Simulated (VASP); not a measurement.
All values below come from PBE GGA, VASP's PBE PAW potentials (set 64) (plane waves; VASP 6.6.1).

The input files of a VASP run:

File POSCAR:
```
Cs
5.535830
 -0.5773502411   0.5773502411   0.5773502411
  0.5773502411  -0.5773502411   0.5773502411
  0.5773502411   0.5773502411  -0.5773502411
Cs
1
Direct
  0.0000000000   0.0000000000   0.0000000000
```

### INCAR
```
SYSTEM = Cs
PREC = Accurate
ENCUT = 480
EDIFF = 1E-7
NELM = 100
ALGO = Normal
LREAL = .FALSE.
LASPH = .TRUE.
ISMEAR = 1
SIGMA = 0.1
GGA = PE
LMAXMIX = 4
LWAVE = .FALSE.
LCHARG = .FALSE.
ISIF = 2
```

**KPOINTS**
```
Automatic mesh
0
Gamma
8 8 8
0 0 0
```

POTCAR, in this order: Cs_sv (PBE.64 set). Program: vasp_std.

Problem. What will the output report for the number of irreducible k-points (NKPTS), number of bands (NBANDS), largest plane-wave count, number of space-group operations, FFT grid (NGX, NGY, NGZ)?

Solution. 
The number of irreducible k-points (NKPTS) comes out as 29 and the number of bands (NBANDS) is 8. The largest plane-wave count is 3151 and the number of space-group operations is 48. The FFT grid (NGX, NGY, NGZ) comes out as 40 × 40 × 40.

The compound is Cs in the bcc structure. This cell was strained or had an atom moved on purpose.
